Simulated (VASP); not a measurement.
All values below come from AM05 GGA, VASP's PBE PAW potentials (set 64) (plane waves; VASP).

VASP input:

File KPOINTS:
```
K-points
0
G
  16 16 9
0 0 0
```

**POSCAR**
```
Be
1
    1.1450000000    -1.9831980000     0.0000000000
    1.1450000000     1.9831980000     0.0000000000
    0.0000000000     0.0000000000     3.5800000000
Be
2
Direct
  0.3333330000   0.6666670000   0.2500000000
  0.6666670000   0.3333330000   0.7500000000
```

**INCAR**
```
SYSTEM = Be
PREC = Accurate
ENCUT = 520
EDIFF = 1E-6
NELM = 100
ALGO = Normal
LREAL = .FALSE.
LASPH = .TRUE.
ISMEAR = 1
SIGMA = 0.1
GGA = AM
LWAVE = .FALSE.
LCHARG = .FALSE.
IBRION = 2
ISIF = 3
NSW = 60
EDIFFG = -0.01
```

POTCAR, in this order: Be (PBE.64 set). Program: vasp_std.

Task: What will the output report for the number of irreducible k-points (NKPTS), largest plane-wave count, number of space-group operations, FFT grid (NGX, NGY, NGZ)?

Result: 
The number of irreducible k-points (NKPTS) comes out as 150 and the largest plane-wave count comes out as 451. The number of space-group operations comes out as 24 and the FFT grid (NGX, NGY, NGZ) comes out as 18 × 18 × 28.

The compound is Be in the hcp structure. This run relaxes it. Symmetry was kept, so distortions that lower it aren't found.
